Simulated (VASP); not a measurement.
An input for Quantum ESPRESSO's pw.x (written as the equivalent of a VASP run, and not itself run):

```
&CONTROL
  calculation = 'scf'
  pseudo_dir = './pseudo'
  outdir = './out'
  tprnfor = .true.
  tstress = .true.
/
&SYSTEM
  ibrav = 0
  nat = 3
  ntyp = 2
  ecutwfc = 80
  occupations = 'smearing'
  smearing = 'gaussian'
  degauss = 0.000735
  input_dft = 'pbe'
/
&ELECTRONS
  conv_thr = 7.3e-08
  electron_maxstep = 100
/
ATOMIC_SPECIES
  Mo 95.950 Mo.upf
  S 32.060 S.upf
CELL_PARAMETERS angstrom
     1.5814830    0.9130690    6.4386700
    -1.5814830    0.9130690    6.4386700
     0.0000000   -1.8261380    6.4386700
ATOMIC_POSITIONS crystal
  Mo   0.9997800  0.9997800  0.9997800
  S    0.4129370  0.4129370  0.4129370
  S    0.2533030  0.2533030  0.2533030
K_POINTS automatic
  10 10 10 0 0 0
```

Translate this input to VASP (INCAR, KPOINTS, POSCAR, choice of POTCAR).

One answer among several that fit: 
### INCAR
```
SYSTEM = MoS2
PREC = Accurate
ENCUT = 300
EDIFF = 1E-6
NELM = 100
ALGO = Normal
LREAL = .FALSE.
LASPH = .TRUE.
ISMEAR = 0
SIGMA = 0.01
GGA = PE
LMAXMIX = 4
LWAVE = .FALSE.
LCHARG = .FALSE.
ISIF = 2
```

### POSCAR
```
MoS2
1
    1.5814830000     0.9130690000     6.4386700000
   -1.5814830000     0.9130690000     6.4386700000
    0.0000000000    -1.8261380000     6.4386700000
Mo S
1 2
Direct
  0.9997800000   0.9997800000   0.9997800000
  0.4129370000   0.4129370000   0.4129370000
  0.2533030000   0.2533030000   0.2533030000
```

KPOINTS:
```
Automatic mesh
0
Gamma
10 10 10
0 0 0
```

POTCAR, in this order: Mo_sv S (PBE.64 set). Program: vasp_std.

The two are equivalent in intent, not identical: the potentials are each code's own (VASP's PAW set, PseudoDojo norm-conserving files in pw.x), so ENCUT and ecutwfc are chosen apart and not converted; conv_thr bounds pw.x's estimated SCF error, while EDIFF bounds the energy change between steps.

The structure comes from a computed database's MoS2 entry; how it stands against other phases isn't given here. The cell was not relaxed at this level.
